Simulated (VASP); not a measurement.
**KTaO3: transverse stress against strain**

KTaO3 (cubic perovskite, Pm-3m, 12.425 Å³/atom and stress up to 0.28 GPa in the relaxed cell, cube axes along x, y and z) under a strain ε along a cube axis (axis z), the other axes held. LDA in VASP (plane waves, PAW), 600 eV, 8×8×8 Γ-centred mesh, Gaussian smearing 0.05 eV; ions are relaxed, or left where forces stay under 0.02 eV/Å, within the symmetry of each cell. Stress is positive for a compressed cell.

Here s stands for strain and y for stress xx.

```
strain (%)  stress xx (GPa)
----------  ---------------
-1.50                  0.99
-1.00                  0.56
-0.50                  0.13
0.00                  -0.28
0.50                  -0.69
1.00                  -1.08
1.50                  -1.47
3.00                      ?
```

The 7 complete rows are fitted with a straight line, y against s. Means: s 0, y -0.263. About the means, the sum of products is -5.7400 and the sum of squares of s is 7.0000; the slope is their ratio. Least squares gives y = -0.263 - 0.8200·s. Residuals (row less fit): 0.023, 0.003, -0.017, -0.017, -0.017, 0.003, 0.023; standard error 0.020 (degrees of freedom: 5). The slope gives the elastic constant C12 = 82.0 ± 0.7 GPa (± standard error of the fit, which holds the terms cut off).

Estimate the missing y (s = 3.00); what did the run itself give?

y = -0.263 - 0.8200 × 3.0 = -2.723 GPa. The calculation gives -2.56 GPa, 0.163 GPa above the prediction (4.6 % of the range of y in the table). The row lies outside the fitted rows, so this is an extrapolation. From the scatter of the fitted rows alone, a prediction at this place has a standard error of 0.031 GPa, so the miss is 5.3 times that.

A polynomial of degree 2 through the 12 other runs of the series gives -2.56 there, so most of the miss is curvature that the fit leaves out. The primitive cell can neither tilt nor turn polar against its symmetry, as such crystals can under strain. Rows are the converged runs of the series near zero and its far end; series whose fitted rows scatter by over a few per cent of the range, as at a crossing or softening among them, aren't shown in this form, nor equations of state whose B0' disagrees with the runs' pressures. Most that stay on the fit to the last digits aren't either.
